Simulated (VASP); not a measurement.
Crystal: Sn.

```
Sn
1.0
     0.00000    3.23334    3.23334
     3.23334    0.00000    3.23334
     3.23334    3.23334    0.00000
Sn
2
Direct
  0.00000 0.00000 0.00000
  0.25000 0.25000 0.25000
```

This isn't the form of Sn at room conditions, which is tetragonal (white tin).

* Program: VASP 6.6.1
* Task: relaxation of cell and atoms
* Functional: PBEsol
* Potentials or basis: VASP PAW PBE potentials, release 64 (Sn_d)
* Cutoff: 600 eV
* k mesh: 10 × 10 × 10
* Occupations: gaussian, width 0.03 eV
* Spin: no spin polarisation

At the start: pressure 1.5 GPa; volume 33.80 Å³/atom.

Task: Where does the relaxation end?

Result: Over 3 steps the energy falls by 4.9 meV/atom and the volume is 34.92 Å³/atom (+3.3 %); space group Fd-3m (No. 227, to 0.05 Å).

Step by step:
```csv
step,energy change (eV),largest force (eV/Å),pressure (GPa),volume (Å³)
1,0.0000,0.0000,1.47,67.61
2,-0.0086,0.0000,-0.46,70.69
3,-0.0099,0.0000,0.00,69.84
```

Final structure:
```xyz
2
Lattice="0.0000 3.2686 3.2686 3.2686 0.0000 3.2686 3.2686 3.2686 0.0000" Properties=species:S:1:pos:R:3 pbc="T T T"
Sn    0.0000    0.0000    0.0000
Sn    1.6343    1.6343    1.6343
```

Caveat: the PAW data sets were made with another functional, which shifts forces and pressure a little.
